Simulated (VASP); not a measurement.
Runs of VASP 6.6.1 on Fe. Symmetry: Im-3m, No. 229, cubic system. Conventional cell: a = 2.859 Å, b = 2.859 Å, c = 2.859 Å, α = 90.00°, β = 90.00°, γ = 90.00°. Fe (site symmetry m-3m) has 8 Fe at 2.48 Å as nearest neighbours. 

| task | level | spin | cell | k mesh | cutoff (eV) | mesh quality | gap on the mesh (eV) | pressure (GPa) | moment (μB) | relaxed volume (Å³/atom) |
| --- | --- | --- | --- | --- | --- | --- | --- | --- | --- | --- |
| relaxation of cell and atoms | RPBE | collinear, ferromagnetic start | relaxed | 20 × 20 × 20 | 600 | not flagged | none | 0.0 | 2.27 | (c) |
| relaxation of cell and atoms | PBEsol | collinear, ferromagnetic start | relaxed | 8 × 8 × 8 | 600 | coarse | none | 0.1 | 2.00 | 10.74 |
| single point | PBEsol | collinear, ferromagnetic start | as given | 20 × 20 × 20 | 520 | not flagged | none | -13.8 | 2.25 | - |
| relaxation of cell and atoms | PBEsol | off | relaxed | 20 × 20 × 20 | 600 | not flagged | none | 0.0 | - | 10.08 |
| relaxation of cell and atoms | PBE+D3(BJ) | collinear, ferromagnetic start | relaxed | 20 × 20 × 20 | 600 | not flagged | none | 0.0 | 2.12 | (b) |
| relaxation of cell and atoms | PBE | collinear, ferromagnetic start | relaxed | 20 × 20 × 20 | 600 | not flagged | none | 0.0 | 2.20 | 11.35 |
| relaxation of cell and atoms | PBEsol | collinear, ferromagnetic start | relaxed | 20 × 20 × 20 | 600 | not flagged | none | 0.0 | 2.09 | 10.80 |
| relaxation of cell and atoms | PBEsol | collinear, ferromagnetic start | relaxed | 20 × 20 × 20 | 480 | not flagged | none | -0.1 | 2.09 | (a) |

Alike in all rows: potentials or basis VASP PAW PBE potentials, release 64 (Fe); smearing gaussian 0.1 eV.

Fill in the values left out.

(a) 10.81; (b) 11.02; (c) 11.73.

Caveats: some runs use coarse meshes; the PAW data sets were made with another functional, which shifts forces and pressure a little (some runs); the volume moved by -14 % from the deposited cell, more than functionals usually miss (some runs); pairwise dispersion overbinds metals, which lowers pressure and volume (some runs).

A k mesh can miss the band edges.

A gap of «none» marks a metal or a gap under the smearing width.

Not every run made on this cell is shown here.
